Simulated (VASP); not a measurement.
Method: PBE GGA with D3 dispersion (zero damping), VASP's PBE PAW potentials (set 64) (plane waves; VASP 6.6.1).

VASP ran on this input.

**KPOINTS**
```
Automatic mesh
0
Gamma
7 7 7
0 0 0
```

INCAR:
```
# general
SYSTEM =MnS
PREC   =Accurate
ENCUT  =520
LREAL  =F   # projection in real space or not
LASPH  =T

# electronic loop
EDIFF  =1E-6   # SCF stop (eV)
NELM   =100   # most electronic steps
ALGO   =Normal
LMAXMIX=4   # l cut-off of mixed one-centre charges

# smearing
ISMEAR =0
SIGMA  =0.05

# functional
GGA    =PE   # PBE
IVDW   =11   # D3, zero damping

# spin
ISPIN  =2   # spin-polarised
MAGMOM =5.0 -5.0 0.0 0.0

# ions
IBRION =2   # conjugate gradients
NSW    =60
ISIF   =3
EDIFFG =-0.02   # ionic stop

# output
LWAVE  =F
LCHARG =F
LORBIT =10
```

POSCAR:
```
MnS
1.0
  5.0884849128   2.5382335909   2.5382335909
  2.5382335909   5.0884849128   2.5382335909
  2.5382335909   2.5382335909   5.0884849128
Mn S
2 2
Cartesian
  0.0000000000   0.0000000000   0.0000000000
  5.0824760473   5.0824760473   5.0824760473
  2.5412380237   2.5412380237   2.5412380237
  7.6237140710   7.6237140710   7.6237140710
```

POTCAR, in this order: Mn_pv S (PBE.64 set). Program: vasp_std.

Output

**OSZICAR**
```
       N       E                     dE             d eps       ncg     rms          rms(c)
DAV:   1     0.383307428046E+03    0.38331E+03   -0.21521E+04  4240   0.181E+03
DAV:   2     0.547982353453E+01   -0.37783E+03   -0.37291E+03  4069   0.487E+02
DAV:   3    -0.294385292886E+02   -0.34918E+02   -0.34155E+02  5884   0.136E+02
DAV:   4    -0.305035664323E+02   -0.10650E+01   -0.10645E+01  4713   0.228E+01
DAV:   5    -0.305257027667E+02   -0.22136E-01   -0.22133E-01  5218   0.385E+00    0.175E+01
DAV:   6    -0.281887908441E+02    0.23369E+01   -0.21666E+01  5437   0.439E+01    0.141E+01
DAV:   7    -0.284104655497E+02   -0.22167E+00   -0.21019E+00  4771   0.151E+01    0.845E+00
DAV:   8    -0.284351467425E+02   -0.24681E-01   -0.30939E-01  5515   0.535E+00    0.382E+00
DAV:   9    -0.284252518781E+02    0.98949E-02   -0.59251E-02  5494   0.249E+00    0.423E-01
DAV:  10    -0.284291341321E+02   -0.38823E-02   -0.58815E-03  4874   0.650E-01    0.242E-01
DAV:  11    -0.284295281990E+02   -0.39407E-03   -0.47216E-04  4834   0.164E-01    0.143E-01
DAV:  12    -0.284295939116E+02   -0.65713E-04   -0.11221E-04  4860   0.604E-02    0.896E-02
DAV:  13    -0.284296178090E+02   -0.23897E-04   -0.35636E-05  4510   0.469E-02    0.190E-02
DAV:  14    -0.284296177636E+02    0.45336E-07   -0.12688E-05  4964   0.222E-02    0.879E-03
DAV:  15    -0.284296189392E+02   -0.11756E-05   -0.10274E-06  2563   0.132E-02    0.262E-03
DAV:  16    -0.284296189468E+02   -0.75543E-08   -0.12754E-07  2591   0.299E-03
   1 F= -.29570742E+02 E0= -.29570742E+02  d E =-.295707E+02  mag=     0.0000
```

**OUTCAR**
```
------------------------ aborting loop because EDIFF is reached ----------------------------------------
 Edisp (eV)   -1.14112
  FORCE on cell =-STRESS in cart. coord.  units (eV):
  Direction    XX          YY          ZZ          XY          YZ          ZX
  --------------------------------------------------------------------------------------
  Total      -0.04614    -0.04614    -0.04614    -0.07284    -0.07284    -0.07284
  in kB      -1.11815    -1.11815    -1.11815    -1.76538    -1.76538    -1.76538
  external pressure =       -1.12 kB  Pullay stress =        0.00 kB
  volume of cell :       66.11
      direct lattice vectors                 reciprocal lattice vectors
     5.088484913  2.538233591  2.538233591     0.294204560 -0.097913657 -0.097913657
     2.538233591  5.088484913  2.538233591    -0.097913657  0.294204560 -0.097913657
     2.538233591  2.538233591  5.088484913    -0.097913657 -0.097913657  0.294204560
 POSITION                                       TOTAL-FORCE (eV/Angst)
 -----------------------------------------------------------------------------------
      0.00000      0.00000      0.00000         0.000000     -0.000000      0.000000
      5.08248      5.08248      5.08248        -0.000000      0.000000     -0.000000
      2.54124      2.54124      2.54124         0.000000     -0.000000      0.000000
      7.62371      7.62371      7.62371         0.000000      0.000000      0.000000
 -----------------------------------------------------------------------------------
    total drift:                                0.000000     -0.000000     -0.000000
  FREE ENERGIE OF THE ION-ELECTRON SYSTEM (eV)
  ---------------------------------------------------
  free  energy   TOTEN  =       -29.5707421646 eV

  energy  without entropy=      -29.5707421646  energy(sigma->0) =      -29.57074216

 total charge

# of ion       s       p       d       tot
------------------------------------------
    1        0.221   6.179   4.977  11.377
    2        0.221   6.179   4.977  11.377
    3        1.325   2.427   0.000   3.753
    4        1.325   2.427   0.000   3.753
--------------------------------------------------
tot          3.094  17.213   9.954  30.260

 magnetization (x)

# of ion       s       p       d       tot
------------------------------------------
    1        0.017   0.015   4.085   4.117
    2       -0.017  -0.015  -4.085  -4.117
    3        0.000   0.000   0.000   0.000
    4        0.000   0.000   0.000   0.000
--------------------------------------------------
tot          0.000   0.000   0.000   0.000

 reached required accuracy - stopping structural energy minimisation
```
(Selected blocks of OUTCAR.)

The compound is MnS in the rock salt, AFM-II order structure. It was relaxed first, which changed the volume by -7 %. The start is the result of an earlier pass.
